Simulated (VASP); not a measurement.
Output of a VASP run:

### OSZICAR
```
       N       E                     dE             d eps       ncg     rms          rms(c)
DAV:   1     0.495345357240E+01    0.49535E+01   -0.48763E+03  4744   0.930E+02
DAV:   2    -0.224457419496E+02   -0.27399E+02   -0.26571E+02  7040   0.134E+02
DAV:   3    -0.227658301659E+02   -0.32009E+00   -0.32009E+00  5536   0.177E+01
DAV:   4    -0.227668555440E+02   -0.10254E-02   -0.10254E-02  7792   0.102E+00
DAV:   5    -0.227668557975E+02   -0.25347E-06   -0.25347E-06  5584   0.136E-02    0.585E+00
DAV:   6    -0.198722439460E+02    0.28946E+01   -0.80950E-01  5736   0.746E+00    0.448E+00
DAV:   7    -0.193638079833E+02    0.50844E+00   -0.88784E-01  5976   0.725E+00    0.602E-01
DAV:   8    -0.197942181633E+02   -0.43041E+00   -0.25891E-01  4656   0.508E+00    0.109E+00
DAV:   9    -0.198393346535E+02   -0.45116E-01   -0.68395E-02  4632   0.265E+00    0.420E-01
DAV:  10    -0.198732252530E+02   -0.33891E-01   -0.11428E-02  5056   0.131E+00    0.141E-01
DAV:  11    -0.198689301846E+02    0.42951E-02   -0.34456E-03  5056   0.792E-01    0.492E-02
DAV:  12    -0.198763325595E+02   -0.74024E-02   -0.15457E-03  4648   0.494E-01    0.304E-02
DAV:  13    -0.198768328847E+02   -0.50033E-03   -0.41840E-04  4736   0.274E-01    0.227E-02
DAV:  14    -0.198768374888E+02   -0.46041E-05   -0.63226E-06  7904   0.312E-02    0.223E-02
DAV:  15    -0.198768761647E+02   -0.38676E-04   -0.24976E-06  4696   0.219E-02    0.306E-03
DAV:  16    -0.198769511663E+02   -0.75002E-04   -0.22567E-05  4640   0.590E-02    0.369E-03
DAV:  17    -0.198769513052E+02   -0.13887E-06   -0.29399E-07  6944   0.687E-03    0.137E-03
DAV:  18    -0.198769514590E+02   -0.15380E-06   -0.12312E-07  4704   0.486E-03    0.233E-04
DAV:  19    -0.198769515576E+02   -0.98641E-07   -0.67277E-08  4696   0.347E-03
   1 F= -.19876952E+02 E0= -.19876952E+02  d E =0.000000E+00
       N       E                     dE             ncg
```

File OUTCAR:
```
------------------------ aborting loop because EDIFF is reached ----------------------------------------
  FORCE on cell =-STRESS in cart. coord.  units (eV):
  Direction    XX          YY          ZZ          XY          YZ          ZX
  --------------------------------------------------------------------------------------
  Total       -0.0084092     -0.0084092      0.0188879      0.0000000     -0.0000000      0.0000000
  in kB       -0.7375395     -0.7375394      1.6565921      0.0000000     -0.0000002      0.0000000
  external PRESSURE =       0.0605044 kB  Pullay stress =       0.0000000 kB
  volume of cell :       18.27
      direct lattice vectors                 reciprocal lattice vectors
     1.228990935  0.709557590  3.491322031     0.406837826  0.234887954  0.095474856
    -1.228990935  0.709557590  3.491322031    -0.406837826  0.234887954  0.095474856
     0.000000000 -1.419117021  3.491322284     0.000000000 -0.469775874  0.095474732
 POSITION                                       TOTAL-FORCE (eV/Angst)
 -----------------------------------------------------------------------------------
      0.00000     -0.00000      1.74572         0.000000      0.000000     -0.004229
      0.00000     -0.00000      8.72824         0.000000     -0.000000      0.004229
 -----------------------------------------------------------------------------------
    total drift:                               -0.000000      0.000000      0.000000
  FREE ENERGIE OF THE ION-ELECTRON SYSTEM (eV)
  ---------------------------------------------------
  free  energy   TOTEN  =       -19.8769515576 eV

  energy  without entropy=      -19.8769515576  energy(sigma->0) =      -19.87695156

 total charge

# of ion       s       p       d       tot
------------------------------------------
    1        0.878   1.785   0.000   2.663
    2        0.878   1.785   0.000   2.663
--------------------------------------------------
tot          1.757   3.570   0.000   5.326
```
(Selected blocks of OUTCAR.)

### POSCAR
```
C
1
    1.2289909354     0.7095575898     3.4913220307
   -1.2289909354     0.7095575898     3.4913220307
   -0.0000000000    -1.4191170214     3.4913222838
C
2
Direct
  0.1666724604   0.1666724604   0.1666724644
  0.8333275396   0.8333275396   0.8333275356
```

Question: Reconstruct the remaining input files.

Answer: Several could match; the one computed here: the input of the run itself, r2SCAN meta-GGA, plane waves, VASP's PBE PAW potentials (set 64).

KPOINTS_OPT:
```
k-points along high-symmetry lines
8
Line-mode
Reciprocal
  0.000000   0.000000   0.000000 ! GAMMA
  0.500000   0.500000   0.500000 ! T

  0.500000   0.500000   0.500000 ! T
  0.768710   0.231290   0.500000 ! H_2

  0.500000  -0.231290   0.231290 ! H_0
  0.500000   0.000000   0.000000 ! L

  0.500000   0.000000   0.000000 ! L
  0.000000   0.000000   0.000000 ! GAMMA

  0.000000   0.000000   0.000000 ! GAMMA
  0.365645  -0.365645   0.000000 ! S_0

  0.634355   0.000000   0.365645 ! S_2
  0.500000   0.000000   0.500000 ! F

  0.500000   0.000000   0.500000 ! F
  0.000000   0.000000   0.000000 ! GAMMA
```

### KPOINTS
```
Automatic mesh
0
Gamma
14 14 14
0 0 0
```

INCAR:
```
# general
SYSTEM  = C
PREC    = Accurate
ENCUT   = 520
LREAL   = .FALSE.
LASPH   = .TRUE.

# electronic loop
EDIFF   = 1E-7
NELM    = 100
ALGO    = Normal
LMIXTAU = .TRUE.

# smearing
ISMEAR  = -5

# functional
METAGGA = R2SCAN

# ions
ISIF    = 2

# output
LWAVE   = .FALSE.
LCHARG  = .FALSE.
LORBIT  = 11
NEDOS   = 601
```

POTCAR, in this order: C (PBE.64 set). Program: vasp_std.

The structure was generated: C was put into the A7 type (R-3m), which need not be its known phase. It was relaxed first, which changed the volume by +119 %.
